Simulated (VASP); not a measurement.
# FGeCl in VASP: settings compared, part 2 of 2

VASP 6.6.1. Earlier steps stand in the parts before.

## 4. Atomic charges, PBE+TS

INCAR reads:

```
  PREC = Accurate
  ENCUT = 520
  EDIFF = 1E-7
  ISMEAR = 0
  SIGMA = 0.01
  LREAL = F
  LASPH = T
  NELM = 80
  ALGO = Fast
  ISIF = 2
  LWAVE = F
  LCHARG = T
  GGA = PE
  IVDW = 2
  LORBIT = 11
  LELF = T
  LVHAR = T
  LVACPOTAV = T
```

KPOINTS reads:

```
regular mesh
0
Gamma
  1 1 1
```

POSCAR reads:

```
GeClF
1.0
   11.0000000000      0.0000000000      0.0000000000
    0.0000000000     12.0000000000      0.0000000000
    0.0000000000      0.0000000000     10.0000000000
F Ge Cl
1 1 1
Direct
    0.5167272700      0.6241583300      0.5342250000
    0.4373454500      0.5089000000      0.4725750000
    0.5650181800      0.3793416700      0.5327050000
```

Potentials or basis: VASP PAW PBE potentials, release 64 (F, Ge_d, Cl).

Started as:

```sh
cat potpaw_PBE.64/F/POTCAR potpaw_PBE.64/Ge_d/POTCAR potpaw_PBE.64/Cl/POTCAR > POTCAR
mpirun -np 1 vasp_gam > vasp.out
```

OUTCAR:

```text
PREC = Accurate
   ENCUT = 520
   EDIFF = 1E-7
   ISMEAR = 0
   LREAL = F
   LASPH = T
   NELM = 80
   ISIF = 2
   GGA = PE
   IVDW = 2
   LORBIT = 11
  IVDW =   2

 ion  position               nearest neighbor table
   1  0.517  0.624  0.534-   2 1.75
   2  0.437  0.509  0.473-   1 1.75   3 2.18
   3  0.565  0.379  0.533-   2 2.18

  LATTYP: Found a simple orthorhombic cell.
 ALAT       =    10.0000000000
 B/A-ratio  =     1.1000000000
 C/A-ratio  =     1.2000000000

  Lattice vectors:

 A1 = (   0.0000000000,   0.0000000000,  10.0000000000)
 A2 = (  11.0000000000,   0.0000000000,   0.0000000000)
 A3 = (   0.0000000000,  12.0000000000,   0.0000000000)

Analysis of symmetry for initial positions (statically):
=====================================================================
 Subroutine PRICEL returns:
 Original cell was already a primitive cell.

 Routine SETGRP: Setting up the symmetry group for a
 simple orthorhombic supercell.

 Subroutine GETGRP returns: Found  1 space group operations
 (whereof  1 operations were pure point group operations)
 out of a pool of  8 trial point group operations.

The static configuration has the point symmetry C_1 .

Analysis of symmetry for dynamics (positions and initial velocities):
=====================================================================
 Subroutine PRICEL returns:
 Original cell was already a primitive cell.

 Routine SETGRP: Setting up the symmetry group for a
 simple orthorhombic supercell.

 Subroutine GETGRP returns: Found  1 space group operations
 (whereof  1 operations were pure point group operations)
 out of a pool of  8 trial point group operations.

The dynamic configuration has the point symmetry C_1 .

 Subroutine INISYM returns: Found  1 space group operations
 (whereof  1 operations are pure point group operations),
 and found     1 'primitive' translations

----------------------------------------------------------------------------------------

                                     Primitive cell

  volume of cell :    1320.0000

  direct lattice vectors                    reciprocal lattice vectors
    11.000000000  0.000000000  0.000000000     0.090909091  0.000000000  0.000000000
     0.000000000 12.000000000  0.000000000     0.000000000  0.083333333  0.000000000
     0.000000000  0.000000000 10.000000000     0.000000000  0.000000000  0.100000000

  length of vectors
    11.000000000 12.000000000 10.000000000     0.090909091  0.083333333  0.100000000

  position of ions in fractional coordinates (direct lattice)
     0.516727270  0.624158330  0.534225000
     0.437345450  0.508900000  0.472575000
     0.565018180  0.379341670  0.532705000

  ion indices of the primitive-cell ions
   primitive index   ion index
                 1           1
                 2           2
                 3           3

----------------------------------------------------------------------------------------

 KPOINTS: regular mesh

Automatic generation of k-mesh.
 Grid dimensions read from file:
 generate k-points for:    1    1    1

 Generating k-lattice:

  Cartesian coordinates                     Fractional coordinates (reciprocal lattice)
     0.090909091  0.000000000  0.000000000     1.000000000  0.000000000  0.000000000
     0.000000000  0.083333333  0.000000000     0.000000000  1.000000000  0.000000000
     0.000000000  0.000000000  0.100000000     0.000000000  0.000000000  1.000000000

  Length of vectors
     0.090909091  0.083333333  0.100000000

  Shift w.r.t. Gamma in fractional coordinates (k-lattice)
     0.000000000  0.000000000  0.000000000

 Subroutine IBZKPT returns following result:
 ===========================================

 Found      1 irreducible k-points:

 Following reciprocal coordinates:
            Coordinates               Weight
  0.000000  0.000000  0.000000      1.000000
   k-points           NKPTS =      1   k-points in BZ     NKDIM =      1   number of bands    NBANDS=     18
   number of dos      NEDOS =    301   number of ions     NIONS =      3
   total plane-waves  NPLWV = 604800
   dimension x,y,z NGX =    84 NGY =   90 NGZ =   80
   dimension x,y,z NGXF=   168 NGYF=  180 NGZF=  160
   ions per type =               1   1   1
   NGX,Y,Z   is equivalent  to a cutoff of  12.70, 12.47, 13.30 a.u.
   NGXF,Y,Z  is equivalent  to a cutoff of  25.39, 24.94, 26.60 a.u.
 SYSTEM =  unknown system
   PREC   = accura    normal or accurate (medium, high low for compatibility)
   ISTART =      0    job   : 0-new  1-cont  2-samecut
   ICHARG =      2    charge: 1-file 2-atom 10-const
   ISPIN  =      1    spin polarized calculation?
   LNONCOLLINEAR =      F non collinear calculations
   LSORBIT =      F    spin-orbit coupling
   LASPH  =      T    aspherical Exc in radial PAW
   ENCUT  =  520.0 eV  38.22 Ry    6.18 a.u.  20.45 22.31 18.59*2*pi/ulx,y,z
   NELM   =     80;   NELMIN=  2; NELMDL= -5     # of ELM steps
   EDIFF  = 0.1E-06   stopping-criterion for ELM
   LREAL  =      F    real-space projection
   EDIFFG = 0.1E-05   stopping-criterion for IOM
   NSW    =      0    number of steps for IOM
   IBRION =     -1    ionic relax: 0-MD 1-quasi-New 2-CG
   NFREE  =      0    steps in history (QN), initial steepest desc. (CG)
   ISIF   =      2    stress and relaxation
   ISYM   =      2    0-nonsym 1-usesym 2-fastsym
   POTIM  = 0.5000    time-step for ionic-motion
   TEBEG  =    0.0;   TEEND  =   0.0 temperature during run
   PSTRESS=    0.0 pullay stress
   NELECT =      28.0000    total number of electrons
   NUPDOWN=      -1.0000    fix difference up-down
   EMIN   =  10.00;   EMAX   =-10.00  energy-range for DOS
   EFERMI =   0.00;   METHOD = LEGACY
   ISMEAR =     0;   SIGMA  =   0.01  broadening in eV -4-tet -1-fermi 0-gaus
   EFERMI_NEDOS =   21; number of points for ismear=-14 and -15
   IALGO  =     68    algorithm
   IMIX   =      4    mixing-type and parameters
     AMIX     =   0.40;   BMIX     =  1.00
     AMIX_MAG =   1.60;   BMIX_MAG =  1.00
  volume/ion in A,a.u.               =     440.00      2969.27
  Fermi-wavevector in a.u.,A,eV,Ry     =   0.453179  0.856384  2.794242  0.205371
  Thomas-Fermi vector in A             =   1.435452
   LORBIT       =     11    0 simple, 1 ext, 2 COOP (PROOUT), +10 PAW based schemes
   GGA     = PE    functional components
   LHFCALC =     F    Hartree Fock is set to
   AEXX    =    0.0000 exact exchange contribution
   IVDW    =     2    specifies the selected vdW correction
   LEPSILON=     F    determine dielectric tensor
   LRPA    =     F    only Hartree local field effects (RPA)
 non-spin polarized calculation
 RMM-DIIS sequential band-by-band and
 Gauss-broadening in eV      SIGMA  =   0.01
  energy-cutoff  :      520.00
  volume of cell :     1320.00
 maximum number of plane-waves:     17809
 NGX is ok and might be reduce to    84
   NGX = 41   NGY = 45   NGZ = 37

 number of electron      28.0000004 magnetization

 Free energy of the ion-electron system (eV)
  ---------------------------------------------------
  ext. energy  EPLUGINS =         0.00000000
  ---------------------------------------------------
  free energy    TOTEN  =       -11.82837637 eV

  energy without entropy =      -11.82837637  energy(sigma->0) =      -11.82837637

 E-fermi :  -6.9720     XC(G=0):  -0.9258

 val. band max:       -7.0492055580   @ k =   0.0000   0.0000   0.0000
 cond. band min:      -3.2966883958   @ k =   0.0000   0.0000   0.0000
 fundamental gap:      3.7525171622
 Fermi energy:        -6.9719920055

 k-point     1 :       0.0000    0.0000    0.0000
  band No.  band energies     occupation
      1     -30.3835      2.00000
      2     -29.8815      2.00000
      3     -29.8678      2.00000
      4     -29.8079      2.00000
      5     -29.6851      2.00000
      6     -28.0704      2.00000
[... 10 lines left out ...]
     17      -0.5169      0.00000
     18      -0.2108      0.00000

------------------------ aborting loop because EDIFF is reached ----------------------------------------

  Hirshfeld charges:
            ion         q(e)
   ------------------------------
      1     F       -0.24009449
      2     Ge       0.41343975
      3     Cl      -0.17334525

  Tkatchenko/Scheffler method for vdW energy calculation

  Number of pair interactions contributing to vdW energy:    2351

  Edisp (eV):   -0.00388

  FORCE on cell =-STRESS in cart. coord.  units (eV):
  Direction    XX          YY          ZZ          XY          YZ          ZX
  --------------------------------------------------------------------------------------
  -------------------------------------------------------------------------------------
  Total       0.53091     1.27898     0.15210     0.17666     0.23490     0.35330
  in kB       0.64440     1.55238     0.18462     0.21442     0.28512     0.42883
  external pressure =        0.79 kB  Pullay stress =        0.00 kB

 VOLUME and BASIS-vectors are now :
 -----------------------------------------------------------------------------
  energy-cutoff  :      520.00
  volume of cell :     1320.00
      direct lattice vectors                 reciprocal lattice vectors
    11.000000000  0.000000000  0.000000000     0.090909091  0.000000000  0.000000000
     0.000000000 12.000000000  0.000000000     0.000000000  0.083333333  0.000000000
     0.000000000  0.000000000 10.000000000     0.000000000  0.000000000  0.100000000

 POSITION                                       TOTAL-FORCE (eV/Angst)
 -----------------------------------------------------------------------------------
      5.68400      7.48990      5.34225         0.362276      0.653980      0.266573
      4.81080      6.10680      4.72575        -0.571636     -0.373804     -0.352435
      6.21520      4.55210      5.32705         0.209360     -0.280176      0.085862
 -----------------------------------------------------------------------------------
    total drift:                               -0.000831      0.000094     -0.000340

  FREE ENERGIE OF THE ION-ELECTRON SYSTEM (eV)
  ---------------------------------------------------
  free  energy   TOTEN  =       -11.8322572642 eV

  energy  without entropy=      -11.8322572642  energy(sigma->0) =      -11.83225726

 total charge

# of ion       s       p       d       tot
------------------------------------------
    1        1.749   4.327   0.000   6.076
    2        1.295   0.827  10.124  12.246
    3        1.608   3.510   0.000   5.118
--------------------------------------------------
tot          4.652   8.664  10.124  23.440
```

stdout:

```text
POSCAR found type information on POSCAR F GeCl
 POSCAR found :  3 types and       3 ions
 scaLAPACK will be used
 LDA part: xc-table for (Slater+PW92), standard interpolation
 POSCAR, INCAR and KPOINTS ok, starting setup
 FFT: planning ... GRIDC
 FFT: planning ... GRID_SOFT
 FFT: planning ... GRID
 WAVECAR not read
 entering main loop
 augmentation electrons   28.0026746821079
 total        electrons   28.0026746821079
 augmentation electrons   28.5776635111238
 total        electrons   28.5776635111238
 augmentation electrons   8.71078361335294
 soft         electrons   19.2918914794747
 total        electrons   28.0026750928277
 translations:           1           1           1
```

Wall time 2.5 min (1 thread of AMD EPYC 7R13 (Zen 3), shared host); peak memory 1 GiB.

Results:

```
Free energy                                           : -11.8323 eV
Largest force                                         : 0.794 eV/Å
Gap between the frontier levels                       : 3.75 eV
Valence electrons inside the program's atomic spheres : F 6.08; Ge 12.25; Cl 5.12
Hirshfeld charges                                     : F -0.24; Ge +0.41; Cl -0.17 e
Dispersion energy per atom                            : -0.001 eV
```

Forces on the atoms (eV/Å):
```
F    0.362  0.654  0.267
Ge  -0.572 -0.374 -0.352
Cl   0.209 -0.280  0.086
```

## 5. Electron localisation function, PBE

INCAR reads:

```
ALGO = Normal ; EDIFF = 1E-6
ENCUT = 520 ; GGA = PE
ISIF = 2 ; ISMEAR = 0
LASPH = T ; LCHARG = T
LELF = T ; LREAL = F
LWAVE = F ; NELM = 100
PREC = Accurate ; SIGMA = 0.01
```

KPOINTS reads:

```
k-points
0
Gamma
  1 1 1
```

POSCAR is that of step 4.

Started as:

```sh
cat potpaw_PBE.64/F/POTCAR potpaw_PBE.64/Ge_d/POTCAR potpaw_PBE.64/Cl/POTCAR > POTCAR
mpirun -np 1 vasp_gam > vasp.out
```

Run time: 2.2 min. Hardware: 1 thread of AMD EPYC 7R13 (Zen 3), shared host; peak memory 1 GiB.

The run converged. Its results:

| Property | Result |
| --- | --- |
| Free energy | -11.8284 eV |
| Largest force | 0.787 eV/Å |
| Gap between the frontier levels | 3.75 eV |

Forces in eV/Å, atoms in the order of the input:
```
F    0.364  0.646  0.266
Ge  -0.571 -0.374 -0.352
Cl   0.208 -0.272  0.086
```

Levels at points of the mesh, in eV from the valence-band top:
| k point | band 12 | band 13 | band 14 | band 15 | band 16 | band 17 |
| --- | --- | --- | --- | --- | --- | --- |
| (0.00, 0.00, 0.00) | -0.85 | -0.58 | 0.00 | 3.75 | 6.21 | 6.53 |

## 6. The runs side by side

```csv
task,level,cell,gap on the mesh (eV),largest force (eV/Å)
single point,PBE,"atoms moved at random, drawn with an rms of 0.05 Å",3.76,1.55
relaxation of the atoms,PBE,"atoms relaxed from: atoms moved at random, drawn with an rms of 0.02 Å",3.72,0.01
atomic charges,PBE+TS,as given,3.75,0.79
electron localisation function,PBE,as given,3.75,0.79
```

Alike in all rows: potentials or basis VASP PAW PBE potentials, release 64 (F, Ge_d, Cl); no spin polarisation; k mesh 1 × 1 × 1; cutoff (eV) 520; smearing gaussian 0.01 eV.

Absolute energies hang on the potentials; compare differences alone.
